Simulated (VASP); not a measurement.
Given:

```
AlP
1.0
    3.86080     0.00000     0.00000
   -3.86080     3.86080     0.00000
    0.00000     0.00000    16.09500
Al P
2 2
Direct
  0.00000   0.00000   0.62721
  0.00000   0.50000   0.45760
  0.50000   0.50000   0.54240
  0.50000   0.00000   0.37279
```

Computed with PBE GGA, VASP's PBE PAW potentials (set 64) (plane waves; VASP 6.6.1). Settings: 300 eV cut-off, 9×9×1 Γ-centred mesh, Gaussian smearing of 0.050 eV, potentials Al P.

The cell holds a wide vacuum, so values per volume refer to the whole cell.

Problem. Predict the energy per atom (σ→0), band gap (on the k-mesh) with the smallest direct gap where there is one.

Solution. 
The band gap (on the k-mesh) comes out as none (metal, semimetal or under 0.01 eV) and the energy per atom (σ→0) comes out as -403.6 kJ/mol of atoms.

The absolute energy has meaning only against runs of the same code, potentials and settings.

The cell is a sheet with vacuum, built from a generated structure.
